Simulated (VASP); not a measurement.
VASP ran on this input.

POSCAR:
```
PdC
1
    2.9933441190    -0.0000000000     0.0000000000
   -1.4966720595     2.5923121069    -0.0000000000
    0.0000000000    -0.0000000000     5.3936386401
Pd C
2 2
Direct
  1.0000000000   0.0000000000   0.0000000000
  1.0000000000   0.0000000000   0.5000000000
  0.3333330000   0.6666670000   0.2500000000
  0.6666670000   0.3333330000   0.7500000000
```

**INCAR**
```
LWAVE = .False.
EDIFFG = -0.02
LMAXMIX = 4
EDIFF = 1E-6   ! SCF stop (eV)
NELM = 100   ! most electronic steps
LASPH = .True.   ! aspherical one-centre terms
LCHARG = .False.
ISMEAR = 1
NSW = 60   ! most ionic steps
LREAL = .False.
SYSTEM = PdC
ENCUT = 520   ! plane-wave cut-off (eV)
PREC = Accurate
ALGO = Normal   ! blocked Davidson
IBRION = 2
SIGMA = 0.1   ! width (eV)
GGA = PS
ISIF = 3
```

KPOINTS:
```
Automatic mesh
0
Gamma
11 11 5
0 0 0
```

POTCAR, in this order: Pd C (PBE.64 set). Program: vasp_std.

Q: Write an equivalent input for Quantum ESPRESSO's pw.x.

A: One equivalent input (not run):
```
&CONTROL
  calculation = 'vc-relax'
  pseudo_dir = './pseudo'
  outdir = './out'
  tprnfor = .true.
  tstress = .true.
  nstep = 60
  forc_conv_thr = 0.00078
/
&SYSTEM
  ibrav = 0
  nat = 4
  ntyp = 2
  ecutwfc = 82
  occupations = 'smearing'
  smearing = 'methfessel-paxton'
  degauss = 0.00735
  input_dft = 'pbesol'
/
&ELECTRONS
  conv_thr = 7.3e-08
  electron_maxstep = 100
/
&IONS
/
&CELL
/
ATOMIC_SPECIES
  Pd 106.420 Pd.upf
  C 12.011 C.upf
CELL_PARAMETERS angstrom
     2.9933441   -0.0000000    0.0000000
    -1.4966721    2.5923121   -0.0000000
     0.0000000   -0.0000000    5.3936386
ATOMIC_POSITIONS crystal
  Pd   1.0000000  0.0000000  0.0000000
  Pd   1.0000000  0.0000000  0.5000000
  C    0.3333330  0.6666670  0.2500000
  C    0.6666670  0.3333330  0.7500000
K_POINTS automatic
  11 11 5 0 0 0
```
What does not carry over: the potentials are each code's own (VASP's PAW set, PseudoDojo norm-conserving files in pw.x), so ENCUT and ecutwfc are chosen apart and not converted; conv_thr bounds pw.x's estimated SCF error, while EDIFF bounds the energy change between steps; forc_conv_thr acts on force components and is met together with etot_conv_thr.

The structure was generated: PdC was put into the NiAs type type (P6_3/mmc), which need not be its known phase. This run relaxes it. Symmetry was kept, so distortions that lower it aren't found. The start is the result of an earlier pass.
